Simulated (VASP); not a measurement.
# Be2N (P6/mmm) in VASP: a series of runs

Aim: see how the results for Be2N move with the level of theory and the settings. Levels: r2SCAN, MS2, r2SCAN+rVV10. Tasks: relaxation of cell and atoms.

All numbers are computed with VASP 6.6.1; they aren't measurements. Logs are shortened: lines on timing, memory, paths and dates and some standing lists are left out, and cuts for length are marked.

## Step 1: The structure

Symmetry: P6/mmm, No. 191, hexagonal system. Conventional cell: a = 3.097 Å, b = 3.097 Å, c = 3.098 Å, α = 90.00°, β = 90.00°, γ = 120.00°. Be (site symmetry -6m2) has 3 Be at 1.79 Å as nearest neighbours. N (site symmetry 6/mmm) is surrounded by 12 Be at 2.37 Å.

The cell was built by a generator and needn't be a form met in nature.

## Step 2: Relaxation of cell and atoms, r2SCAN

INCAR reads:

```
SYSTEM = Be2N
PREC = Accurate ; ENCUT = 600
EDIFF = 1E-6 ; ISMEAR = 0
SIGMA = 0.05 ; LREAL = .FALSE.
LASPH = .TRUE. ; NELM = 100
ALGO = Normal ; ISIF = 3
LWAVE = .FALSE. ; LCHARG = .FALSE.
METAGGA = R2SCAN ; LMIXTAU = .TRUE.
IBRION = 2 ; NSW = 60
EDIFFG = -0.01
```

KPOINTS reads:

```
regular mesh
0
G
  10 10 9
  0 0 0
```

POSCAR reads:

```
Be2N
1.0
    3.0968042800      0.0000000000      0.0000000000
   -1.5484021400      2.6819111700      0.0000000000
    0.0000000000      0.0000000000      3.0975262500
Be N
2 1
Direct
    0.3333333300      0.6666666700      0.5000000000
    0.6666666700      0.3333333300      0.5000000000
    0.0000000000      0.0000000000      0.0000000000
```

Potentials or basis: VASP PAW PBE potentials, release 64 (Be, N).

The run is started by

```console
$ cat potpaw_PBE.64/Be/POTCAR potpaw_PBE.64/N/POTCAR > POTCAR
$ mpirun -np 1 vasp_std > vasp.out
```

OUTCAR:

```text
SYSTEM = Be2N
   PREC = Accurate
   ENCUT = 600
   EDIFF = 1E-6
   ISMEAR = 0
   LREAL = .FALSE.
   LASPH = .TRUE.
   NELM = 100
   ISIF = 3
   METAGGA = R2SCAN
   IBRION = 2
   NSW = 60
   EDIFFG = -0.01

 ion  position               nearest neighbor table
   1  0.333  0.667  0.500-   2 1.79   2 1.79   2 1.79
   2  0.667  0.333  0.500-   1 1.79   1 1.79   1 1.79
   3  0.000  0.000  0.000-

  LATTYP: Found a hexagonal cell.
 ALAT       =     3.0968042800
 C/A-ratio  =     1.0002331339

  Lattice vectors:

 A1 = (   3.0968042800,   0.0000000000,   0.0000000000)
 A2 = (  -1.5484021400,   2.6819111700,   0.0000000000)
 A3 = (   0.0000000000,   0.0000000000,   3.0975262500)

Analysis of symmetry for initial positions (statically):
=====================================================================
 Subroutine PRICEL returns:
 Original cell was already a primitive cell.

 Routine SETGRP: Setting up the symmetry group for a
 hexagonal supercell.

 Subroutine GETGRP returns: Found 24 space group operations
 (whereof 24 operations were pure point group operations)
 out of a pool of 24 trial point group operations.

The static configuration has the point symmetry D_6h.

Analysis of symmetry for dynamics (positions and initial velocities):
=====================================================================
 Subroutine PRICEL returns:
 Original cell was already a primitive cell.

 Routine SETGRP: Setting up the symmetry group for a
 hexagonal supercell.

 Subroutine GETGRP returns: Found 24 space group operations
 (whereof 24 operations were pure point group operations)
 out of a pool of 24 trial point group operations.

The dynamic configuration has the point symmetry D_6h.

 Subroutine INISYM returns: Found 24 space group operations
 (whereof 24 operations are pure point group operations),
 and found     1 'primitive' translations

----------------------------------------------------------------------------------------

                                     Primitive cell

  volume of cell :      25.7261

  direct lattice vectors                    reciprocal lattice vectors
     3.096804280  0.000000000  0.000000000     0.322913529  0.186434214  0.000000000
    -1.548402140  2.681911170  0.000000000     0.000000000  0.372868427  0.000000000
     0.000000000  0.000000000  3.097526250     0.000000000  0.000000000  0.322838265

  length of vectors
[... 96 lines left out ...]
   NUPDOWN=      -1.0000    fix difference up-down
   EMIN   =  10.00;   EMAX   =-10.00  energy-range for DOS
   EFERMI =   0.00;   METHOD = LEGACY
   ISMEAR =     0;   SIGMA  =   0.05  broadening in eV -4-tet -1-fermi 0-gaus
   EFERMI_NEDOS =   21; number of points for ismear=-14 and -15
   IALGO  =     38    algorithm
   IMIX   =      4    mixing-type and parameters
     AMIX     =   0.40;   BMIX     =  1.00
     AMIX_MAG =   1.60;   BMIX_MAG =  1.00
  volume/ion in A,a.u.               =       8.58        57.87
  Fermi-wavevector in a.u.,A,eV,Ry     =   1.153536  2.179868 18.104540  1.330646
  Thomas-Fermi vector in A             =   2.290180
   LORBIT       =      0    0 simple, 1 ext, 2 COOP (PROOUT), +10 PAW based schemes
   METAGGA = R2SCAN    functional components
   LHFCALC =     F    Hartree Fock is set to
   AEXX    =    0.0000 exact exchange contribution
   IVDW    =     0    specifies the selected vdW correction
   LEPSILON=     F    determine dielectric tensor
   LRPA    =     F    only Hartree local field effects (RPA)
 conjugate gradient relaxation of ions
 non-spin polarized calculation
 Gauss-broadening in eV      SIGMA  =   0.05
  energy-cutoff  :      600.00
  volume of cell :       25.73
 maximum number of plane-waves:       871
 NGX is ok and might be reduce to    28

--------------------------------------- Ionic step        1  -------------------------------------------

 number of electron       8.9999999 magnetization

 Free energy of the ion-electron system (eV)
  ---------------------------------------------------
  ext. energy  EPLUGINS =         0.00000000
  ---------------------------------------------------
  free energy    TOTEN  =       -12.03833322 eV

  energy without entropy =      -12.03801783  energy(sigma->0) =      -12.03817553

------------------------ aborting loop because EDIFF is reached ----------------------------------------

  FORCE on cell =-STRESS in cart. coord.  units (eV):
  Direction    XX          YY          ZZ          XY          YZ          ZX
  --------------------------------------------------------------------------------------
  -------------------------------------------------------------------------------------
  Total        5.3783929      5.3783929     -9.3050883      0.0000000     -0.0000000      0.0000000
  in kB      334.9576986    334.9576968   -579.5060020      0.0000000     -0.0000000      0.0000000
  external PRESSURE =      30.1364645 kB  Pullay stress =       0.0000000 kB
[... 283 lines left out ...]
--------------------------------------- Ionic step        9  -------------------------------------------

 number of electron       9.0000000 magnetization

 Free energy of the ion-electron system (eV)
  ---------------------------------------------------
  ext. energy  EPLUGINS =         0.00000000
  ---------------------------------------------------
  free energy    TOTEN  =       -12.96918524 eV

  energy without entropy =      -12.96733450  energy(sigma->0) =      -12.96825987

 E-fermi :   6.7698     XC(G=0): -11.5269

 val. band max:        6.7680509054   @ k =   0.2000   0.1000   0.4444
 cond. band min:       6.7744307947   @ k =   0.0000   0.0000   0.3333
 fundamental gap:      0.0063798893
 Fermi energy:         6.7698217530

 k-point     1 :       0.0000    0.0000    0.0000
  band No.  band energies     occupation
      1     -11.1001      2.00000
      2       3.3244      2.00000
      3       3.3244      2.00000
      4       4.3185      2.00000
      5       4.5849      2.00000
      6       7.8892      0.00000
      7       7.8892      0.00000
      8      15.3606      0.00000
[... 243 lines left out ...]
 k-point    24 :       0.4000    0.1000    0.1111
  band No.  band energies     occupation
      1      -9.6579      2.00000
      2      -2.2032      2.00000
      3       0.8290      2.00000
      4       4.1956      2.00000
      5       6.9687      0.00000
      6      10.3363      0.00000
      7      10.8982      0.00000
      8      14.0542      0.00000

 [... further k-points ...]
[... 5 lines left out ...]
  --------------------------------------------------------------------------------------
  -------------------------------------------------------------------------------------
  Total       -0.0063478     -0.0063478      0.0299455      0.0000000      0.0000000      0.0000000
  in kB       -0.4081322     -0.4081322      1.9253537      0.0000000      0.0000000      0.0000000
  external PRESSURE =       0.3696964 kB  Pullay stress =       0.0000000 kB
[... 18 lines left out ...]
  FREE ENERGIE OF THE ION-ELECTRON SYSTEM (eV)
  ---------------------------------------------------
  free  energy   TOTEN  =       -12.9691852442 eV

  energy  without entropy=      -12.9673345015  energy(sigma->0) =      -12.96825987

 reached required accuracy - stopping structural energy minimisation
```

CONTCAR:

```text
Be2N
   1.00000000000000
     3.2638136703142342    0.0000000000000000   -0.0000000000000000
    -1.6319068351571171    2.8265455435796070   -0.0000000000000000
    -0.0000000000000000    0.0000000000000000    2.7011616469971407
  Be              N
     2     1
Direct
     0.3333333300000021    0.6666666699999979    0.5000000000000000
     0.6666666699999979    0.3333333300000021    0.5000000000000000
     0.0000000000000000    0.0000000000000000    0.0000000000000000

  0.00000000E+00  0.00000000E+00  0.00000000E+00
  0.00000000E+00  0.00000000E+00  0.00000000E+00
  0.00000000E+00  0.00000000E+00  0.00000000E+00
```

Run time: 6.7 min. Hardware: 1 thread of Intel Xeon Platinum 8488C (Sapphire Rapids), shared host; peak memory 0.16 GiB.

What came out:

* Free energy: -12.9692 eV
* Relaxed volume: 8.31 Å³/atom
* Relaxed cell: a = 3.264 Å, b = 3.264 Å, c = 2.701 Å, α = 90.00°, β = 90.00°, γ = 120.00°
* Space group after relaxing (to 0.05 Å): P6/mmm (No. 191)
* Energy gained by relaxing: 310.3 meV/atom
* Ionic steps: 9
* Pressure after relaxing: 0.0 GPa
* Band gap on the k mesh: none (metal or under the smearing width)

Step by step:
```tsv
step	energy change (eV)	largest force (eV/Å)	pressure (GPa)	volume (Å³)
1	0.0000	0.0000	3.01	25.73
2	-0.8728	0.0000	-3.20	25.82
3	-0.9181	0.0000	-3.67	25.88
4	-0.9193	0.0000	-3.71	25.89
5	-0.9190	0.0000	-3.78	25.89
6	-0.9300	0.0000	-0.97	25.17
7	-0.9306	0.0000	-0.12	24.97
8	-0.9306	0.0000	-0.04	24.95
9	-0.9309	0.0000	0.04	24.92
```

Final structure:
```
Be N
1.0
     3.26381    0.00000    0.00000
    -1.63191    2.82655    0.00000
     0.00000    0.00000    2.70116
Be N
2 1
Direct
  0.33333 0.66667 0.50000
  0.66667 0.33333 0.50000
  0.00000 0.00000 0.00000
```

Caveat: the PAW data sets were made with another functional, which shifts forces and pressure a little.

## Step 3: Relaxation of cell and atoms, MS2

INCAR reads:

```
SYSTEM = Be2N
PREC = Accurate
ENCUT = 600
EDIFF = 1E-6
ISMEAR = 0
SIGMA = 0.05
LREAL = .FALSE.
LASPH = .TRUE.
NELM = 100
ALGO = Normal
ISIF = 3
LWAVE = .FALSE.
LCHARG = .FALSE.
METAGGA = MS2
LMIXTAU = .TRUE.
IBRION = 2
NSW = 60
EDIFFG = -0.005
```

KPOINTS is that of step 2.

POSCAR is that of step 2.

Potentials or basis: VASP PAW PBE potentials, release 64 (Be, N).

The run is started by

```console
$ cat potpaw_PBE.64/Be/POTCAR potpaw_PBE.64/N/POTCAR > POTCAR
$ mpirun -np 1 vasp_std > vasp.out
```

Run time: 7.6 min. Hardware: 1 thread of Intel Xeon Platinum 8488C (Sapphire Rapids), shared host; peak memory 0.16 GiB.

It converged, with:

```yaml
Free_energy: -15.5046 eV
Relaxed_volume: 8.31 Å³/atom
Relaxed_cell: a = 3.286 Å, b = 3.286 Å, c = 2.666 Å, α = 90.00°, β = 90.00°, γ = 120.00°
Space_group_after_relaxing_to_0.05_Å: P6/mmm (No. 191)
Energy_gained_by_relaxing: 316.6 meV/atom
Ionic_steps: 9
Pressure_after_relaxing: 0.1 GPa
Band_gap_on_the_k_mesh: none (metal or under the smearing width)
```

The path:
```csv
step,energy change (eV),largest force (eV/Å),pressure (GPa),volume (Å³)
1,0.0000,0.0000,2.82,25.73
2,-0.9343,0.0000,-3.66,25.83
3,-0.9390,0.0000,-3.72,25.86
4,-0.9387,0.0000,-3.72,25.86
5,-0.9491,0.0000,-0.79,25.14
6,-0.9495,0.0000,-0.05,24.97
7,-0.9495,0.0000,0.02,24.95
8,-0.9496,0.0000,0.05,24.95
9,-0.9497,0.0000,0.09,24.93
```

Final structure:
```
Be N
1.0
     3.28631    0.00000    0.00000
    -1.64315    2.84603    0.00000
     0.00000    0.00000    2.66556
Be N
2 1
Direct
  0.33333 0.66667 0.50000
  0.66667 0.33333 0.50000
  0.00000 0.00000 0.00000
```

Levels at points of the mesh, in eV from the Fermi level:
| k point | band 2 | band 3 | band 4 | band 5 | band 6 | band 7 | band 8 |
| --- | --- | --- | --- | --- | --- | --- | --- |
| (0.00, 0.00, 0.00) | -3.26 | -3.26 | -2.70 | -1.76 | 0.90 | 0.90 | 8.37 |
| (0.50, 0.00, 0.00) | -9.01 | -5.40 | -1.55 | -0.77 | 4.42 | 4.53 | 7.46 |

Caveat: the PAW data sets were made with another functional, which shifts forces and pressure a little.

## Step 4: Relaxation of cell and atoms, r2SCAN+rVV10

INCAR reads:

```
SYSTEM = Be2N
PREC = Accurate ; ENCUT = 600
EDIFF = 1E-6 ; ISMEAR = 0
SIGMA = 0.05 ; LREAL = .False.
LASPH = .True. ; NELM = 60
ALGO = Normal ; ISIF = 3
LWAVE = .False. ; LCHARG = .False.
METAGGA = R2SCAN ; LMIXTAU = .True.
LUSE_VDW = .True. ; IVDW_NL = 2
BPARAM = 11.95 ; CPARAM = 0.0093
IBRION = 2 ; NSW = 40
EDIFFG = -0.02
```

KPOINTS reads:

```
regular mesh
0
Gamma
  10 10 9
  0 0 0
```

POSCAR is that of step 3.

The run is started by

```console
$ cat potpaw_PBE.64/Be/POTCAR potpaw_PBE.64/N/POTCAR > POTCAR
$ mpirun -np 1 vasp_std > vasp.out
```

Run time: 10 min. Hardware: 1 thread of Intel Xeon Platinum 8488C (Sapphire Rapids), shared host; peak memory 0.26 GiB.

Results (log left out):

| Quantity | Value |
| --- | --- |
| Free energy | -12.8785 eV |
| Relaxed volume | 8.28 Å³/atom |
| Relaxed cell | a = 3.261 Å, b = 3.261 Å, c = 2.697 Å, α = 90.00°, β = 90.00°, γ = 120.00° |
| Space group after relaxing (to 0.05 Å) | P6/mmm (No. 191) |
| Energy gained by relaxing | 312.4 meV/atom |
| Ionic steps | 9 |
| Pressure after relaxing | 0.0 GPa |
| Band gap on the k mesh | none (metal or under the smearing width) |

Stress tensor (GPa, compression positive):
```
-0.04  0.00  0.00
 0.00 -0.04  0.00
 0.00  0.00  0.19
```

The path:
| step | energy change (eV) | largest force (eV/Å) | pressure (GPa) | volume (Å³) |
| --- | --- | --- | --- | --- |
| 1 | 0.0000 | 0.0000 | 2.60 | 25.73 |
| 2 | -0.8790 | 0.0000 | -3.24 | 25.74 |
| 3 | -0.9238 | 0.0000 | -3.77 | 25.81 |
| 4 | -0.9251 | 0.0000 | -3.83 | 25.82 |
| 5 | -0.9247 | 0.0000 | -3.90 | 25.83 |
| 6 | -0.9363 | 0.0000 | -0.99 | 25.09 |
| 7 | -0.9369 | 0.0000 | -0.12 | 24.88 |
| 8 | -0.9369 | 0.0000 | -0.04 | 24.86 |
| 9 | -0.9371 | 0.0000 | 0.04 | 24.83 |

Final structure:
```cif
data_structure
_symmetry_space_group_name_H-M 'P 1'
_symmetry_Int_Tables_number 1
_cell_length_a 3.2608
_cell_length_b 3.2608
_cell_length_c 2.6970
_cell_angle_alpha 90.000
_cell_angle_beta 90.000
_cell_angle_gamma 120.000
_cell_volume 24.83
loop_
_atom_site_label
_atom_site_type_symbol
_atom_site_fract_x
_atom_site_fract_y
_atom_site_fract_z
_atom_site_occupancy
Be1 Be 0.33333 0.66667 0.50000 1
Be2 Be 0.66667 0.33333 0.50000 1
N1 N 0.00000 0.00000 0.00000 1
```

Levels at points of the mesh, in eV from the Fermi level:
```tsv
k point	band 2	band 3	band 4	band 5	band 6	band 7	band 8
(0.00, 0.00, 0.00)	-3.46	-3.46	-2.44	-2.19	1.11	1.11	8.61
(0.50, 0.00, 0.00)	-9.39	-5.67	-1.37	-1.07	4.60	4.76	7.44
```

Caveat: the PAW data sets were made with another functional, which shifts forces and pressure a little.

## Step 5: The runs side by side

| level | gap on the mesh (eV) | pressure (GPa) | relaxed volume (Å³/atom) |
| --- | --- | --- | --- |
| r2SCAN | none | 0.0 | 8.31 |
| MS2 | none | 0.1 | 8.31 |
| r2SCAN+rVV10 | none | 0.0 | 8.28 |

Alike in all rows: task relaxation of cell and atoms; potentials or basis VASP PAW PBE potentials, release 64 (Be, N); no spin polarisation; cell relaxed; k mesh 10 × 10 × 9; cutoff (eV) 600; smearing gaussian 0.05 eV.

Caveats: the PAW data sets were made with another functional, which shifts forces and pressure a little.

Total energies depend on the potentials used, so only differences within one code and one set of settings carry meaning.
